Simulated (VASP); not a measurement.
Be3Se2S:

```
CELL_PARAMETERS angstrom
3.57800 0.00000 0.00000
-1.78900 3.09864 0.00000
0.00000 0.00000 8.76400
ATOMIC_POSITIONS crystal
Be 0.33333 0.66667 0.91667
Be 0.00000 0.00000 0.25000
Be 0.66667 0.33333 0.58333
Se 0.33333 0.66667 0.66667
Se 0.66667 0.33333 0.33333
S 0.00000 0.00000 0.00000
```

The cell was built by a generator and needn't be a form met in nature.

- Program: VASP 6.6.1
- Task: relaxation of cell and atoms
- Functional: PBE
- Potentials or basis: VASP PAW PBE potentials, release 64 (Be, Se, S)
- Cutoff: 520 eV
- k mesh: 5 × 5 × 2
- Occupations: gaussian, width 0.15 eV
- Spin: no spin polarisation

At the start: pressure 1.4 GPa; volume 16.19 Å³/atom.

**Question.** How do energy, volume and symmetry change on relaxing?

**Answer.** Over 8 steps the energy falls by 12.8 meV/atom and the volume is 16.42 Å³/atom (+1.4 %); space group P3m1 (No. 156, to 0.05 Å).

The path:
```csv
step,energy change (eV),largest force (eV/Å),pressure (GPa),volume (Å³)
1,0.0000,0.7560,1.40,97.17
2,-0.0489,0.4080,-0.41,99.16
3,-0.0554,0.2594,-1.19,100.21
4,-0.0734,0.1752,-0.46,98.88
5,-0.0728,0.1761,0.55,97.64
6,-0.0753,0.1296,0.32,98.19
7,-0.0753,0.1384,0.20,98.32
8,-0.0768,0.0195,0.03,98.52
```

Final structure:
```
CELL_PARAMETERS angstrom
3.59730 0.00000 0.00000
-1.79865 3.11535 0.00000
0.00000 0.00000 8.79106
ATOMIC_POSITIONS crystal
Be 0.33333 0.66667 0.92664
Be 0.00000 0.00000 0.24004
Be 0.66667 0.33333 0.58341
Se 0.33333 0.66667 0.67083
Se 0.66667 0.33333 0.32886
S 0.00000 0.00000 0.00023
```
